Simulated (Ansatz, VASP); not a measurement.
# Al (Al(100)): VASP beside Ansatz, part 2 of 2

One calculation is typed for both programs; each brings its own data sets. How far apart do they land? Of the first pair: The structure shown is the start of the Ansatz relaxation below; VASP solves that cell, so the two are compared at the walk's first step.

VASP 6.6.1 and Ansatz 0.2.0.

So far: Starting point; Ansatz: relaxation, PBE; VASP: single point, PBE, start cell, pair 1.

## 4. Side by side

Known differences besides the potentials themselves: the cutoff is 420 eV in Ansatz and 400 eV in VASP. Total energies have different zeros and are not compared.

Forces (eV/Å; atoms numbered as in POSCAR):

| atom | Ansatz x, y, z | VASP x, y, z |
| --- | --- | --- |
| Al1 | 0.000, 0.000, -0.055 | 0.000, 0.000, -0.054 |
| Al2 | 0.000, 0.000, 0.086 | 0.000, 0.000, 0.086 |
| Al3 | 0.000, 0.000, -0.086 | 0.000, 0.000, -0.086 |
| Al4 | 0.000, 0.000, 0.055 | 0.000, 0.000, 0.054 |

The forces differ by 0.6 meV/Å r.m.s., which is 1.3 % of the r.m.s. force of 0.041 eV/Å (both taken over all components). With vacuum in the cell, a pressure given here is an average over mostly empty space and none of the material.

## 5. Ansatz: relaxation, PBE

This run makes the geometry at which the two programs are then compared.

The structure compared here is the end of the Ansatz relaxation.

input.yaml reads:

```yaml
crystal:
  lattice:
    - [2.8637824638, 0.0, 0.0]
    - [0.0, 2.8637824638, 0.0]
    - [0.0, 0.0, 24.075]
  atoms:
    - { symbol: Al, position: [0.5, 0.5, 0.3738317757] }
    - { symbol: Al, position: [0.0, 0.0, 0.4579439252] }
    - { symbol: Al, position: [0.5, 0.5, 0.5420560748] }
    - { symbol: Al, position: [0.0, 0.0, 0.6261682243] }
kpoints:
  mp_grid: { grid: [12, 12, 1] }
hamiltonian:
  xc: pbe
scf:
  occupations: { method: fermi_dirac, width: 0.1 }
  convergence: { dr2_threshold: 1.0e-08 }
efield:
  axis: 3
  dipole_correction: true
  ramp_position: 0.97
  ramp_width: 0.06
relax:
  f_tol: 0.02
  max_steps: 60
  constraints: [{ sites: [0, 1] }]
output:
  write_potential: true
  write_density: true
  volumetric_format: npy
```

Launch:

```
> ansatz run input.yaml --threads 2 --pin off --max-ram 4096MiB --backend cpu --events-out ev --progress --plain --runs-dir out
```

Numbers of over 12 decimals in the logs are rounded to 6 here.

Log:

```text
[...]
Crystal: 4 atoms, lattice volume = 197.445 Å³
Basis set: ecut = 420 eV, 3877 PW (Γ), exchange–correlation on 40×40×324 points (8 copies of the dense FFT grid, shifted against one another)
Bands: 10, of which v1, the nominal top of the filled ones, is band 6 counted from 1 (5 counted from 0)
Symmetry: 8 space group operations
k-points: 28 of 144
[...]
--- Relaxed structure (2 steps of the walk, 2 accepted, 0 SCFs on fresh bases) ---
  F+E_penalty+E_count = -2149.07050878 eV   max|allowed force component| = 1.989e-2 eV/Å
  atoms:
    - { symbol: Al, position: [0.5, 0.5, 0.373832] }
    - { symbol: Al, position: [0.0, 0.0, 0.457944] }
    - { symbol: Al, position: [0.5, 0.5, 0.541405] }
    - { symbol: Al, position: [0, 0.0, 0.626621] }
[key lines of the parts left out:]
SCF converged after 6 iterations
Free energy (F): -2149.070509 eV
Fermi energy:    -0.147918 eV
Dipole field:    D = 0.000364 V/Å  (p = 0.000397 e·Å, saw-weighted, corrected)
Work function:   Φ+ = 4.2929 eV   Φ− = 4.3016 eV
```

## 6. VASP: single point, PBE, relaxed cell, pair 2

The same cell, functional, mesh and smearing now go to VASP, with its own data sets.

INCAR reads:

```
SYSTEM = Al
PREC = Accurate
ENCUT = 400
EDIFF = 1E-06
NELM = 120
ISMEAR = -1
SIGMA = 0.1
LREAL = .FALSE.
ALGO = Normal
GGA = PE
NBANDS = 12
LORBIT = 11
LWAVE = .FALSE.
LCHARG = .FALSE.
ISIF = 2
LDIPOL = .TRUE.
IDIPOL = 3
DIPOL = 0.5 0.5 0.5
LVHAR = .TRUE.
LASPH = .TRUE.
GGA_COMPAT = .FALSE.
NELMDL = -8
```

POSCAR reads:

```
Al
1.0
    2.8637824638      0.0000000000      0.0000000000
    0.0000000000      2.8637824638      0.0000000000
    0.0000000000      0.0000000000     24.0750000000
Al
4
Direct
    0.5000000000      0.5000000000      0.3738317757
    0.0000000000      0.0000000000      0.4579439252
    0.5000000000      0.5000000000      0.5414052893
    0.0000000000      0.0000000000      0.6266205708
```

KPOINTS reads:

```
Automatic mesh
0
Gamma
12 12 1
0 0 0
```

Potentials, in the order of the species: Al (PBE family, release 64).

Launch:

```
> mpirun -np 1 vasp_std
```

Log:

```text
[... set-up lines as in an earlier step ...]
 entering main loop
       N       E                     dE             d eps       ncg     rms          rms(c)
DAV:   1     0.277028752955E+02    0.27703E+02   -0.33255E+03   672   0.562E+02
DAV:   2    -0.127853900787E+02   -0.40488E+02   -0.37816E+02   968   0.980E+01
DAV:   3    -0.146291156741E+02   -0.18437E+01   -0.18039E+01   924   0.207E+01
DAV:   4    -0.146804855666E+02   -0.51370E-01   -0.51285E-01   956   0.453E+00
[...]
DAV:  24    -0.140441946994E+02   -0.37635E-05   -0.10205E-07   580   0.886E-04    0.531E-04
DAV:  25    -0.140441993889E+02   -0.46895E-05   -0.24086E-07   572   0.109E-03    0.759E-04
DAV:  26    -0.140441997383E+02   -0.34937E-06   -0.83433E-09   552   0.390E-04
   1 F= -.14044200E+02 E0= -.14014471E+02  d E =-.594583E-01
```

OUTCAR, selected parts (step 6):

```text
  Total       -1.7181039     -1.7181039      0.0573530      0.0000000     -0.0000000      0.0000000
  in kB      -13.9416337    -13.9416337      0.4653937      0.0000000     -0.0000000      0.0000000
  external PRESSURE =      -9.1392912 kB  Pullay stress =       0.0000000 kB

 POSITION                                       TOTAL-FORCE (eV/Angst)
 -----------------------------------------------------------------------------------
      1.43189      1.43189      9.00000         0.000000      0.000000     -0.042264
      0.00000      0.00000     11.02500         0.000000      0.000000      0.036471
      1.43189      1.43189     13.03433        -0.000000      0.000000      0.020172
      0.00000      0.00000     15.08589         0.000000     -0.000000     -0.014378
 -----------------------------------------------------------------------------------
    total drift:                               -0.000000      0.000000      0.000005

  FREE ENERGIE OF THE ION-ELECTRON SYSTEM (eV)
  ---------------------------------------------------
  free  energy   TOTEN  =       -14.0441997383 eV

  energy  without entropy=      -13.9847414042  energy(sigma->0) =      -14.01447057

[... 2 parts as in an earlier step ...]

[... 1 further part left out ...]
[key lines of the parts left out:]
E-fermi :  -0.1295
```

## 7. Comparison

Compared:

```csv
quantity,Ansatz,VASP,difference
"work function, lower of the two faces (eV)",4.29,4.30,0.00
"work function, higher of the two faces (eV)",4.30,4.30,0.00
```

With vacuum in the cell, a pressure given here is an average over mostly empty space and none of the material.

## 8. Results

| Item | Value |
| --- | --- |
| r.m.s. force difference (single point, PBE, start cell, pair 1) | 0.55 meV/Å |
| difference in work function, higher of the two faces (single point, PBE, relaxed cell, pair 2) | -0.0029 eV |

The r.m.s. force difference is 0.55 meV/Å (single point, PBE, start cell, pair 1), within the 12 meV/Å picked in this series as the mark of a large difference. How closely two codes agree says nothing of how well the functional describes the real material.

[Lines on the potential files, build, host, timing and source positions are cut from VASP's logs without a mark.]

[Logs are printed without paths, hosts, clocks, repeated set-up lines and the standing remarks that a program may print on its own settings, such as how far it seeks lower states.]

[Hosts, paths, dates, database ids (printed as entryN), source tags and the programs' standing remarks are cut or masked in the printed files.]
